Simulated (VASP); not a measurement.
# GaGe (F-43m) in VASP: further runs, part 2 of 3

VASP 6.6.1. The steps go on from the part before.

## Step 4: Single point, r2SCAN

File INCAR:

```
SYSTEM = GaGe
PREC = Accurate ; ENCUT = 450
EDIFF = 1E-6 ; ISMEAR = 0
SIGMA = 0.1 ; LREAL = .False.
LASPH = .True. ; NELM = 100
ALGO = Normal ; ISIF = 2
LWAVE = .False. ; LCHARG = .False.
METAGGA = R2SCAN ; LMIXTAU = .True.
NBANDS = 10 ; ADDGRID = .False.
```

File KPOINTS:

```
regular mesh
0
Gamma
  17 17 17
  0 0 0
```

File POSCAR:

```
GaGe
1.0
    0.0000000000      2.8978440000      2.8978440000
    2.8978440000      0.0000000000      2.8978440000
    2.8978440000      2.8978440000      0.0000000000
Ge Ga
1 1
Direct
    0.0000000000      0.0000000000      0.0000000000
    0.2500000000      0.2500000000      0.2500000000
```

Potentials or basis: VASP PAW PBE potentials, release 64 (Ge, Ga).

On the command line:

```sh
$ cat potpaw_PBE.64/Ge/POTCAR potpaw_PBE.64/Ga/POTCAR > POTCAR
$ mpirun -np 1 vasp_std > vasp.out
```

OUTCAR:

```text
SYSTEM = GaGe
   PREC = Accurate
   ENCUT = 450
   EDIFF = 1E-6
   ISMEAR = 0
   LREAL = .False.
   LASPH = .True.
   NELM = 100
   ISIF = 2
   METAGGA = R2SCAN

 Found    165 irreducible k-points:

 Following reciprocal coordinates:
            Coordinates               Weight
  0.000000  0.000000  0.000000      1.000000
  0.058824  0.000000  0.000000      8.000000
  0.117647  0.000000  0.000000      8.000000
  0.176471  0.000000  0.000000      8.000000
  0.235294  0.000000  0.000000      8.000000
  0.294118  0.000000  0.000000      8.000000
   k-points           NKPTS =    165   k-points in BZ     NKDIM =    165   number of bands    NBANDS=     10
   number of dos      NEDOS =    301   number of ions     NIONS =      2
   total plane-waves  NPLWV =  21952
   dimension x,y,z NGX =    28 NGY =   28 NGZ =   28
   dimension x,y,z NGXF=    56 NGYF=   56 NGZF=   56
   ions per type =               1   1
   NGX,Y,Z   is equivalent  to a cutoff of  11.36, 11.36, 11.36 a.u.
   NGXF,Y,Z  is equivalent  to a cutoff of  22.72, 22.72, 22.72 a.u.
 SYSTEM =  GaGe
   PREC   = accura    normal or accurate (medium, high low for compatibility)
   ISTART =      0    job   : 0-new  1-cont  2-samecut
   ICHARG =      2    charge: 1-file 2-atom 10-const
   ISPIN  =      1    spin polarized calculation?
   LNONCOLLINEAR =      F non collinear calculations
   LSORBIT =      F    spin-orbit coupling
   LASPH  =      T    aspherical Exc in radial PAW
   ENCUT  =  450.0 eV  33.07 Ry    5.75 a.u.   7.09  7.09  7.09*2*pi/ulx,y,z
   NELM   =    100;   NELMIN=  2; NELMDL= -5     # of ELM steps
   EDIFF  = 0.1E-05   stopping-criterion for ELM
   LREAL  =      F    real-space projection
   EDIFFG = 0.1E-04   stopping-criterion for IOM
   NSW    =      0    number of steps for IOM
   IBRION =     -1    ionic relax: 0-MD 1-quasi-New 2-CG
   NFREE  =      0    steps in history (QN), initial steepest desc. (CG)
   ISIF   =      2    stress and relaxation
   ISYM   =      2    0-nonsym 1-usesym 2-fastsym
   POTIM  = 0.5000    time-step for ionic-motion
   TEBEG  =    0.0;   TEEND  =   0.0 temperature during run
   PSTRESS=    0.0 pullay stress
   NELECT =       7.0000    total number of electrons
   NUPDOWN=      -1.0000    fix difference up-down
   EMIN   =  10.00;   EMAX   =-10.00  energy-range for DOS
   EFERMI =   0.00;   METHOD = LEGACY
   ISMEAR =     0;   SIGMA  =   0.10  broadening in eV -4-tet -1-fermi 0-gaus
   EFERMI_NEDOS =   21; number of points for ismear=-14 and -15
   IALGO  =     38    algorithm
   IMIX   =      4    mixing-type and parameters
     AMIX     =   0.40;   BMIX     =  1.00
     AMIX_MAG =   1.60;   BMIX_MAG =  1.00
  volume/ion in A,a.u.               =      24.33       164.22
  Fermi-wavevector in a.u.,A,eV,Ry     =   0.857740  1.620894 10.010058  0.735719
  Thomas-Fermi vector in A             =   1.974840
   LORBIT       =      0    0 simple, 1 ext, 2 COOP (PROOUT), +10 PAW based schemes
   METAGGA = R2SCAN    functional components
   LHFCALC =     F    Hartree Fock is set to
   AEXX    =    0.0000 exact exchange contribution
   IVDW    =     0    specifies the selected vdW correction
   LEPSILON=     F    determine dielectric tensor
   LRPA    =     F    only Hartree local field effects (RPA)
 non-spin polarized calculation
 Gauss-broadening in eV      SIGMA  =   0.10
  energy-cutoff  :      450.00
  volume of cell :       48.67
 maximum number of plane-waves:      1067
   NGX = 15   NGY = 15   NGZ = 15

 number of electron       7.0000000 magnetization

 Free energy of the ion-electron system (eV)
  ---------------------------------------------------
  ext. energy  EPLUGINS =         0.00000000
  ---------------------------------------------------
  free energy    TOTEN  =       -24.91943553 eV

  energy without entropy =      -24.91341439  energy(sigma->0) =      -24.91642496

 E-fermi :   1.1356     XC(G=0):  -9.1505

 val. band max:        1.1324464056   @ k =  -0.4706   0.0588   0.0000
 cond. band min:       1.1399352008   @ k =  -0.2941   0.2353   0.0588
 fundamental gap:      0.0074887951
 Fermi energy:         1.1356063803

 k-point     1 :       0.0000    0.0000    0.0000
  band No.  band energies     occupation
      1      -9.8056      2.00000
      2       2.9128      0.00000
      3       2.9128      0.00000
      4       2.9128      0.00000
      5       3.7663      0.00000
      6       5.7984      0.00000
      7       5.7984      0.00000
      8       5.7984      0.00000
      9       9.6042      0.00000
     10      12.2569      0.00000
[... 53 lines left out ...]
 k-point     6 :       0.2941    0.0000    0.0000
  band No.  band energies     occupation
      1      -8.8182      2.00000
      2      -2.2867      2.00000
      3       1.9023      0.00000
      4       1.9023      0.00000
      5       3.9444      0.00000
      6       6.8966      0.00000
      7       6.8966      0.00000
      8       9.5786      0.00000
      9      10.8646      0.00000
     10      11.4616      0.00000

 [... further k-points ...]

------------------------ aborting loop because EDIFF is reached ----------------------------------------

  FORCE on cell =-STRESS in cart. coord.  units (eV):
  Direction    XX          YY          ZZ          XY          YZ          ZX
  --------------------------------------------------------------------------------------
  -------------------------------------------------------------------------------------
  Total       -0.6764926     -0.6764926     -0.6764926      0.0000000     -0.0000000      0.0000000
  in kB      -22.2699176    -22.2699176    -22.2699176      0.0000000     -0.0000000      0.0000000
  external PRESSURE =     -22.2699176 kB  Pullay stress =       0.0000000 kB

 VOLUME and BASIS-vectors are now :
 -----------------------------------------------------------------------------
  energy-cutoff  :      450.00
  volume of cell :       48.67
      direct lattice vectors                 reciprocal lattice vectors
     0.000000000  2.897844000  2.897844000    -0.172542069  0.172542069  0.172542069
     2.897844000  0.000000000  2.897844000     0.172542069 -0.172542069  0.172542069
     2.897844000  2.897844000  0.000000000     0.172542069  0.172542069 -0.172542069

 POSITION                                       TOTAL-FORCE (eV/Angst)
 -----------------------------------------------------------------------------------
      0.00000      0.00000      0.00000        -0.000000     -0.000000      0.000000
      1.44892      1.44892      1.44892         0.000000      0.000000     -0.000000
 -----------------------------------------------------------------------------------
    total drift:                                0.000000      0.000000      0.000000

  FREE ENERGIE OF THE ION-ELECTRON SYSTEM (eV)
  ---------------------------------------------------
  free  energy   TOTEN  =       -24.9194355305 eV

  energy  without entropy=      -24.9134143869  energy(sigma->0) =      -24.91642496
```

OSZICAR:

```text
N       E                     dE             d eps       ncg     rms          rms(c)
DAV:   1    -0.967245407824E+01   -0.96725E+01   -0.24535E+03  3300   0.482E+02
DAV:   2    -0.250724154932E+02   -0.15400E+02   -0.14999E+02  4478   0.716E+01
DAV:   3    -0.255250727863E+02   -0.45266E+00   -0.44650E+00  4130   0.117E+01
DAV:   4    -0.255263564161E+02   -0.12836E-02   -0.12829E-02  4030   0.676E-01
DAV:   5    -0.255263580174E+02   -0.16012E-05   -0.16011E-05  3864   0.250E-02    0.296E+00
DAV:   6    -0.248609083721E+02    0.66545E+00   -0.17837E-01  3414   0.264E+00    0.196E+00
DAV:   7    -0.249576252857E+02   -0.96717E-01   -0.11406E-01  3350   0.210E+00    0.226E-01
DAV:   8    -0.248815261299E+02    0.76099E-01   -0.98542E-02  3318   0.199E+00    0.229E-01
DAV:   9    -0.249054316275E+02   -0.23905E-01   -0.52134E-03  3602   0.460E-01    0.825E-02
DAV:  10    -0.249177493652E+02   -0.12318E-01   -0.56974E-03  3382   0.591E-01    0.347E-02
DAV:  11    -0.249185961914E+02   -0.84683E-03   -0.11279E-04  3900   0.747E-02    0.235E-02
DAV:  12    -0.249191917402E+02   -0.59555E-03   -0.37842E-04  3414   0.149E-01    0.119E-02
DAV:  13    -0.249193901629E+02   -0.19842E-03   -0.82514E-05  3440   0.713E-02    0.555E-03
DAV:  14    -0.249194169157E+02   -0.26753E-04   -0.53525E-06  3794   0.161E-02    0.358E-03
DAV:  15    -0.249194302282E+02   -0.13312E-04   -0.38822E-06  3426   0.132E-02    0.146E-03
DAV:  16    -0.249194355405E+02   -0.53124E-05   -0.31857E-06  3490   0.140E-02    0.585E-04
DAV:  17    -0.249194355305E+02    0.10074E-07   -0.11906E-07  1848   0.254E-03
   1 F= -.24919436E+02 E0= -.24916425E+02  d E =-.602114E-02
```

stdout:

```text
POSCAR found type information on POSCAR GeGa
 POSCAR found :  2 types and       2 ions
 scaLAPACK will be used
 -----------------------------------------------------------------------------
|                                                                             |
|                                                                             |
|     You enforced a specific xc type in the INCAR file but a different       |
|     I HOPE YOU KNOW WHAT YOU ARE DOING!                                     |
|                                                                             |
 -----------------------------------------------------------------------------

 LDA part: xc-table for (None), standard interpolation
 POSCAR, INCAR and KPOINTS ok, starting setup
 FFT: planning ... GRIDC
 FFT: planning ... GRID_SOFT
 FFT: planning ... GRID
 WAVECAR not read
 entering main loop
```

Run time: 2.5 min. Hardware: 1 thread of Intel Xeon Platinum 8488C (Sapphire Rapids), shared host; peak memory 0.23 GiB.

These settings aren't checked as converged: the numbers below hold their error.

Results:

- Free energy: -24.9194 eV
- Pressure: -2.2 GPa
- Band gap on the k mesh: none (metal or under the smearing width)

Caveat: the PAW data sets were made with another functional, which shifts forces and pressure a little.

## Step 5: Single point, r2SCAN

Changes to INCAR since step 4:

```diff
@@ -2,3 +2,3 @@
 PREC = Accurate ; ENCUT = 450
-EDIFF = 1E-6 ; ISMEAR = 0
+EDIFF = 1E-6 ; ISMEAR = 1
 SIGMA = 0.1 ; LREAL = .False.
```

KPOINTS is that of step 4.

POSCAR is that of step 4.

On the command line:

```sh
$ cat potpaw_PBE.64/Ge/POTCAR potpaw_PBE.64/Ga/POTCAR > POTCAR
$ mpirun -np 1 vasp_std > vasp.out
```

Wall time 2.5 min (1 thread of Intel Xeon Platinum 8488C (Sapphire Rapids), shared host); peak memory 0.22 GiB.

The run converged, but some of its settings lie outside the range that counts as converged, so its numbers aren't taken as properties of the crystal.

What came out:

```yaml
Free_energy: -24.9164 eV
Pressure: -2.2 GPa
Band_gap_on_the_k_mesh: none (metal or under the smearing width)
```

Caveat: the PAW data sets were made with another functional, which shifts forces and pressure a little.

(Part 2 of 3 ends here.)
